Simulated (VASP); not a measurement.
```
CaS
1.0
    4.03283     0.00000     0.00000
    0.00000     4.03283     0.00000
    0.00000     0.00000     7.10104
Ca S
2 2
Direct
  0.00000   0.50000   0.00000
  0.50000   0.00000   0.50000
  0.00000   0.00000   0.25000
  0.00000   0.00000   0.75000
```

The numbers are results of PBE GGA, VASP's PBE PAW potentials (set 64) (plane waves; VASP), not measurements. Run with 300 eV cut-off, 7×7×4 Γ-centred mesh, Fermi-Dirac smearing of 0.10 eV, potentials Ca_sv S.

Problem. Give the energies of bands 11 to 19 at the high-symmetry points, in eV from the valence-band maximum.

Solution. 
```json
[
 {"band": "11", "Γ": "-3.46", "X": "-3.02", "M": "-2.70", "Z": "-2.09", "R": "-2.79", "A": "-2.22"},
 {"band": "12", "Γ": "-1.42", "X": "-2.73", "M": "-2.70", "Z": "-2.09", "R": "-2.35", "A": "-2.22"},
 {"band": "13", "Γ": "-1.42", "X": "-2.03", "M": "-1.98", "Z": "-1.46", "R": "-2.21", "A": "-2.11"},
 {"band": "14", "Γ": "-0.83", "X": "-1.16", "M": "-1.46", "Z": "-1.46", "R": "-1.43", "A": "-2.11"},
 {"band": "15", "Γ": "-0.83", "X": "-0.82", "M": "-1.46", "Z": "-0.77", "R": "-1.27", "A": "-1.48"},
 {"band": "16", "Γ": "0.00", "X": "-0.45", "M": "-0.90", "Z": "-0.77", "R": "-0.43", "A": "-1.48"},
 {"band": "17", "Γ": "0.85", "X": "2.46", "M": "2.10", "Z": "1.51", "R": "2.48", "A": "2.30"},
 {"band": "18", "Γ": "2.29", "X": "3.74", "M": "2.56", "Z": "1.51", "R": "3.88", "A": "2.30"},
 {"band": "19", "Γ": "3.24", "X": "3.87", "M": "3.35", "Z": "3.85", "R": "3.96", "A": "3.92"}
]
```

The gap is direct, 0.85 eV, from the valence maximum at Γ to the conduction minimum at Γ.

The structure was generated: CaS was put into an ordered model structure, which need not be its known phase. The cell was not relaxed at this level.
